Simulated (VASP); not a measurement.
A convergence study with VASP on LiBr (space group Fm-3m): one setting is varied, all else stays as given below, so the limit is that of these other settings.

```yaml
crystal:
  lattice:
    - [0.00000, 2.74175, 2.74175]
    - [2.74175, 0.00000, 2.74175]
    - [2.74175, 2.74175, 0.00000]
  atoms:
    - { symbol: Li, position: [0.00000, 0.00000, 0.00000] }
    - { symbol: Br, position: [0.50000, 0.50000, 0.50000] }
```

Computed with PBEsol GGA, VASP's PBE PAW potentials (set 64) (plane waves; VASP). The tightest run used: 400 eV cut-off, 12×12×12 Γ-centred mesh, Gaussian smearing of 0.010 eV, potentials Li_sv Br.

```csv
setting,mean ε∞,irreducible k-points
3×3×3 mesh,4.17,4
4×4×4 mesh,3.69,8
5×5×5 mesh,3.55,10
```

These are the cheaper rows. Estimate the results at 12×12×12 mesh, and how far the last row shown lies from them.

```
quantity  tightest run  last row shown is off by
--------  ------------  ------------------------
mean ε∞           3.48                      0.07
```

Left out are rungs that failed or repeat a setting and relaxations that didn't move; long series are thinned to 24 rows.

The structure is a typed LiBr crystal (space group no. 225). The cell was not relaxed at this level.
